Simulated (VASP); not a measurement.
Output of a VASP run:

OSZICAR:
```
       N       E                     dE             d eps       ncg     rms          rms(c)
DAV:   1     0.920015397426E+02    0.92002E+02   -0.63422E+03  2016   0.976E+02
DAV:   2    -0.191596072322E+01   -0.93918E+02   -0.88081E+02  2724   0.251E+02
DAV:   3    -0.693233342113E+01   -0.50164E+01   -0.49938E+01  2572   0.544E+01
DAV:   4    -0.709299001948E+01   -0.16066E+00   -0.16050E+00  3412   0.892E+00
DAV:   5    -0.709448506433E+01   -0.14950E-02   -0.14950E-02  2628   0.845E-01    0.333E+00
DAV:   6    -0.680412675650E+01    0.29036E+00   -0.54598E-01  2444   0.407E+00    0.274E+00
DAV:   7    -0.678900702022E+01    0.15120E-01   -0.13543E-01  2552   0.221E+00    0.158E+00
DAV:   8    -0.680164515433E+01   -0.12638E-01   -0.20449E-02  2676   0.120E+00    0.183E-01
DAV:   9    -0.680244240994E+01   -0.79726E-03   -0.12892E-03  2644   0.243E-01    0.102E-01
DAV:  10    -0.680311455504E+01   -0.67215E-03   -0.67296E-04  2276   0.201E-01    0.125E-02
DAV:  11    -0.680312509782E+01   -0.10543E-04   -0.19322E-05  2940   0.304E-02    0.572E-03
DAV:  12    -0.680312845037E+01   -0.33525E-05   -0.48885E-06  2436   0.168E-02    0.265E-03
DAV:  13    -0.680312850537E+01   -0.55000E-07   -0.35889E-07  1976   0.508E-03
   1 F= -.68031285E+01 E0= -.68031285E+01  d E =-.660087E-16
```

File OUTCAR:
```
------------------------ aborting loop because EDIFF is reached ----------------------------------------
  FORCE on cell =-STRESS in cart. coord.  units (eV):
  Direction    XX          YY          ZZ          XY          YZ          ZX
  --------------------------------------------------------------------------------------
  Total        0.3158256      0.3158256      0.3158256     -0.0000000      0.0000000      0.0000000
  in kB        8.1332852      8.1332852      8.1332852     -0.0000000      0.0000000      0.0000000
  external PRESSURE =       8.1332852 kB  Pullay stress =       0.0000000 kB
  volume of cell :       62.21
      direct lattice vectors                 reciprocal lattice vectors
     0.000000000  3.145000000  3.145000000    -0.158982512  0.158982512  0.158982512
     3.145000000  0.000000000  3.145000000     0.158982512 -0.158982512  0.158982512
     3.145000000  3.145000000  0.000000000     0.158982512  0.158982512 -0.158982512
  FREE ENERGIE OF THE ION-ELECTRON SYSTEM (eV)
  ---------------------------------------------------
  free  energy   TOTEN  =        -6.8031285054 eV

  energy  without entropy=       -6.8031285054  energy(sigma->0) =       -6.80312851
```
(Selected blocks of OUTCAR.)

POSCAR:
```
KCl
1
    0.0000000000     3.1450000000     3.1450000000
    3.1450000000     0.0000000000     3.1450000000
    3.1450000000     3.1450000000     0.0000000000
K Cl
1 1
Direct
  0.0000000000   0.0000000000   0.0000000000
  0.5000000000   0.5000000000   0.5000000000
```

Question: Reconstruct the remaining input files.

Answer: One answer among several that fit: the input of the run itself, PBE GGA, plane waves, VASP's PBE PAW potentials (set 64).

**INCAR**
```
SYSTEM = KCl
PREC = Accurate
ENCUT = 400
EDIFF = 1E-6
NELM = 100
ALGO = Normal
LREAL = .FALSE.
LASPH = .TRUE.
ISMEAR = 0
SIGMA = 0.05
GGA = PE
LWAVE = .FALSE.
LCHARG = .FALSE.
ISIF = 2
```

File KPOINTS:
```
Automatic mesh
0
Gamma
13 13 13
0 0 0
```

POTCAR, in this order: K_sv Cl (PBE.64 set). Program: vasp_std.

The compound is KCl in the rock salt structure. The cell was not relaxed at this level. The run is one of a series of settings (KPOINTS 13×13×13 Γ-centred mesh against the base run), some of them coarse on purpose.
